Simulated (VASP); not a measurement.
Here is the system:

```yaml
crystal:
  lattice:
    - [0.00000, 3.09258, 3.09258]
    - [3.09258, 0.00000, 3.09258]
    - [3.09258, 3.09258, 0.00000]
  atoms:
    - { symbol: Cd, position: [0.00000, 0.00000, 0.00000] }
    - { symbol: Se, position: [0.25000, 0.25000, 0.25000] }
```

These are PBE GGA with D4 dispersion, VASP's PBE PAW potentials (set 64) (plane waves; VASP 6.6.1) values and carry that method's errors. Run with 520 eV cut-off, 8×8×8 Γ-centred mesh, Gaussian smearing of 0.050 eV, potentials Cd Se.

Q: Give the stress tensor in GPa (positive for a compressed cell).

A: 
```
-1.37   0.00   0.00
 0.00  -1.37   0.00
 0.00   0.00  -1.37
```
The pressure is its mean diagonal, -1.37 GPa.

The compound is CdSe in the zinc blende structure, whereas wurtzite is the usual form. This cell is one point of a volume scan, at 1.03 of the reference volume.
